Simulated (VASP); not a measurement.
These are r2SCAN meta-GGA, VASP's PBE PAW potentials (set 64) (plane waves; VASP) values and carry that method's errors.

VASP ran on this input.

File POSCAR:
```
V(110) slab
1.0
  2.5833299426   0.0000000000   0.0000000000
 -0.8611103090   2.4355871569   0.0000000000
  0.0000000000   0.0000000000  25.3135908058
V
5
Cartesian
  0.8611098168   1.2177935785   8.5627801699
  0.0000000000   0.0000000000  10.5492864387
  0.8611098168   1.2177935785  12.6567954029
  0.0000000000   0.0000000000  14.7643043671
  0.8611098168   1.2177935785  16.7508106359
```

### INCAR
```
LVHAR=.TRUE.
DIPOL=0.5 0.5 0.5
LWAVE=.FALSE.
LMAXMIX=4   ! l cut-off of mixed one-centre charges
LDIPOL=.TRUE.
IDIPOL=3
METAGGA=R2SCAN
LASPH=.TRUE.   ! aspherical one-centre terms
NELM=100   ! most electronic steps
ISMEAR=1   ! Methfessel-Paxton
SIGMA=0.1   ! width (eV)
EDIFF=1E-6   ! SCF stop (eV)
ALGO=Normal   ! blocked Davidson
ENCUT=400   ! plane-wave cut-off (eV)
LORBIT=11
LREAL=.FALSE.   ! projection in real space or not
SYSTEM=V(110) slab
LMIXTAU=.TRUE.
LCHARG=.FALSE.
NELMIN=4
PREC=Normal
```

### KPOINTS
```
Automatic mesh
0
Gamma
11 11 1
0 0 0
```

POTCAR, in this order: V_sv (PBE.64 set). Program: vasp_std. Read from the step before: WAVECAR.

The run wrote:

### OUTCAR
```
 ion  position               nearest neighbor table
   1  0.500  0.500  0.338-   2 2.48   2 2.48   2 2.90   2 2.90
   2  0.000  0.000  0.417-   1 2.48   1 2.48   3 2.58   3 2.58   1 2.90   1 2.90
   3  0.500  0.500  0.500-   2 2.58   4 2.58   2 2.58   4 2.58
   4  0.000  0.000  0.583-   5 2.48   5 2.48   3 2.58   3 2.58   5 2.90   5 2.90
   5  0.500  0.500  0.662-   4 2.48   4 2.48   4 2.90   4 2.90
  LATTYP: Found a base centered orthorhombic cell.
 ALAT       =     2.9829725552
 B/A-ratio  =     1.4142136782
 C/A-ratio  =     8.4860287305
 Subroutine PRICEL returns:
 Original cell was already a primitive cell.
 Subroutine GETGRP returns: Found  8 space group operations
The static configuration has the point symmetry D_2h.
The dynamic configuration has the point symmetry D_2h.
 Subroutine INISYM returns: Found  8 space group operations
 Subroutine IBZKPT returns following result:
 Found     36 irreducible k-points:

 Following reciprocal coordinates:
            Coordinates               Weight
  0.000000  0.000000  0.000000      1.000000
  0.090909 -0.000000  0.000000      4.000000
  0.181818  0.000000  0.000000      4.000000
  0.272727 -0.000000  0.000000      4.000000
  0.363636 -0.000000  0.000000      4.000000
  0.454545 -0.000000  0.000000      4.000000
  0.090909  0.090909  0.000000      2.000000
  0.181818  0.090909  0.000000      4.000000
  0.272727  0.090909  0.000000      4.000000
  0.363636  0.090909  0.000000      4.000000
  0.454545  0.090909  0.000000      4.000000
 -0.454545  0.090909  0.000000      4.000000
 -0.363636  0.090909  0.000000      4.000000
 -0.272727  0.090909  0.000000      4.000000
 -0.181818  0.090909  0.000000      4.000000
 -0.090909  0.090909  0.000000      2.000000
  0.181818  0.181818  0.000000      2.000000
  0.272727  0.181818  0.000000      4.000000
  0.363636  0.181818  0.000000      4.000000
  0.454545  0.181818  0.000000      4.000000
 -0.454545  0.181818  0.000000      4.000000
 -0.363636  0.181818  0.000000      4.000000
 -0.272727  0.181818  0.000000      4.000000
 -0.181818  0.181818  0.000000      2.000000
  0.272727  0.272727  0.000000      2.000000
  0.363636  0.272727  0.000000      4.000000
  0.454545  0.272727  0.000000      4.000000
 -0.454545  0.272727  0.000000      4.000000
 -0.363636  0.272727  0.000000      4.000000
 -0.272727  0.272727  0.000000      2.000000
  0.363636  0.363636  0.000000      2.000000
  0.454545  0.363636  0.000000      4.000000
 -0.454545  0.363636  0.000000      4.000000
 -0.363636  0.363636  0.000000      2.000000
  0.454545  0.454545  0.000000      2.000000
 -0.454545  0.454545  0.000000      2.000000
   k-points           NKPTS =     36   k-points in BZ     NKDIM =     36   number of bands    NBANDS=     39
   number of dos      NEDOS =    301   number of ions     NIONS =      5
   total plane-waves  NPLWV =  24696
   dimension x,y,z NGX =    14 NGY =   14 NGZ =  126
   dimension x,y,z NGXF=    28 NGYF=   28 NGZF=  252
   ions per type =               5
   PREC   = normal    normal or accurate (medium, high low for compatibility)
   ISTART =      1    job   : 0-new  1-cont  2-samecut
   ICHARG =      0    charge: 1-file 2-atom 10-const
   ISPIN  =      1    spin polarized calculation?
   LNONCOLLINEAR =      F non collinear calculations
   LSORBIT =      F    spin-orbit coupling
   INIWAV =      1    electr: 0-lowe 1-rand  2-diag
   ENCUT  =  400.0 eV  29.40 Ry    5.42 a.u.   4.21  4.21 41.28*2*pi/ulx,y,z
   NELM   =    100;   NELMIN=  4; NELMDL=  0     # of ELM steps
   EDIFF  = 0.1E-05   stopping-criterion for ELM
   LREAL  =      F    real-space projection
   NLSPLINE    = F    spline interpolate recip. space projectors
...
```

File OSZICAR:
```
       N       E                     dE             d eps       ncg     rms          rms(c)
DAV:   1    -0.686129208904E+02   -0.68613E+02   -0.68646E-06  2362   0.217E-02    0.218E-03
DAV:   2    -0.686129202737E+02    0.61670E-06   -0.27077E-06  2514   0.188E-02    0.512E-03
DAV:   3    -0.686129185128E+02    0.17609E-05   -0.24649E-06  2451   0.180E-02    0.293E-03
DAV:   4    -0.686129245547E+02   -0.60419E-05   -0.90618E-07  1951   0.953E-03    0.503E-04
DAV:   5    -0.686129236455E+02    0.90923E-06   -0.27171E-07  1573   0.426E-03
   1 F= -.68612924E+02 E0= -.68613621E+02  d E =0.209142E-02
```

**OUTCAR**
```
------------------------ aborting loop because EDIFF is reached ----------------------------------------
  FORCE on cell =-STRESS in cart. coord.  units (eV):
  Direction    XX          YY          ZZ          XY          YZ          ZX
  --------------------------------------------------------------------------------------
  Total       -1.6546141     -1.2838798     -0.5748847      0.5242979      0.0000000      0.0000000
  in kB      -16.6444705    -12.9150962     -5.7830106      5.2741372      0.0000000      0.0000000
  external PRESSURE =     -11.7808591 kB  Pullay stress =       0.0000000 kB
  volume of cell :      159.27
      direct lattice vectors                 reciprocal lattice vectors
     2.583329943  0.000000000  0.000000000     0.387097282  0.136859590  0.000000000
    -0.861110309  2.435587157  0.000000000     0.000000000  0.410578614  0.000000000
     0.000000000  0.000000000 25.313590806     0.000000000  0.000000000  0.039504470
 POSITION                                       TOTAL-FORCE (eV/Angst)
 -----------------------------------------------------------------------------------
      0.86111      1.21779      8.56278         0.000000     -0.000000     -0.000952
      0.00000      0.00000     10.54929        -0.000000      0.000000     -0.000429
      0.86111      1.21779     12.65680         0.000000      0.000000      0.000000
      0.00000      0.00000     14.76430        -0.000000      0.000000      0.000429
      0.86111      1.21779     16.75081         0.000000      0.000000      0.000952
 -----------------------------------------------------------------------------------
    total drift:                                0.000000     -0.000000      0.000000
  FREE ENERGIE OF THE ION-ELECTRON SYSTEM (eV)
  ---------------------------------------------------
  free  energy   TOTEN  =       -68.6129236455 eV

  energy  without entropy=      -68.6150150676  energy(sigma->0) =      -68.61362079

 total charge

# of ion       s       p       d       tot
------------------------------------------
    1        2.342   6.157   3.113  11.613
    2        2.352   6.258   3.084  11.694
    3        2.341   6.255   3.033  11.630
    4        2.352   6.258   3.084  11.694
    5        2.342   6.157   3.113  11.613
--------------------------------------------------
tot         11.729  31.087  15.427  58.242
```
(Selected blocks of OUTCAR.)

OUTCAR:
```
 val. band max:        1.4372678611   @ k =   0.1818   0.0000   0.0000

 cond. band min:       1.4525103997   @ k =   0.3636   0.2727   0.0000


 Fermi energy:         1.4460677198

 k-point     1 :       0.0000    0.0000    0.0000
  band No.  band energies     occupation
      1     -64.9887      2.00000
      2     -64.9849      2.00000
      3     -64.8302      2.00000
      4     -64.7296      2.00000
      5     -64.6775      2.00000
      6     -38.0505      2.00000
      7     -37.9593      2.00000
      8     -37.6414      2.00000
      9     -37.3965      2.00000
     10     -37.3869      2.00000
     11     -37.2751      2.00000
     12     -37.2152      2.00000
     13     -37.2017      2.00000
     14     -37.2017      2.00000
     15     -37.0785      2.00000
     16     -37.0738      2.00000
     17     -37.0401      2.00000
     18     -37.0397      2.00000
     19     -37.0107      2.00000
     20     -37.0106      2.00000
     21      -5.3757      2.00000
     22      -4.5621      2.00000
     23      -3.3442      2.00000
     24      -2.4357      2.00000
     25      -2.0682      2.00000
     26       0.1961      2.00000
     27       0.3563      2.00000
     28       0.9195      2.00000
     29       1.0186      2.00000
     30       1.0840      2.00000
     31       1.4759      0.51865
     32       1.7709     -0.00004
     33       1.7916     -0.00001
     34       1.8310     -0.00000
     35       1.9156     -0.00000
     36       2.2651     -0.00000
     37       2.3865     -0.00000
     38       2.9115     -0.00000
     39       3.5456      0.00000

 k-point     2 :       0.0909   -0.0000    0.0000
  band No.  band energies     occupation
      1     -64.9775      2.00000
      2     -64.9741      2.00000
      3     -64.8202      2.00000
      4     -64.7230      2.00000
      5     -64.6728      2.00000
      6     -38.0288      2.00000
      7     -37.9493      2.00000
      8     -37.6588      2.00000
      9     -37.4476      2.00000
...
```

The cell is a thin slab with vacuum, built from V (bcc): (110) face. The run is not spin-polarised, so no magnetic state was tried.
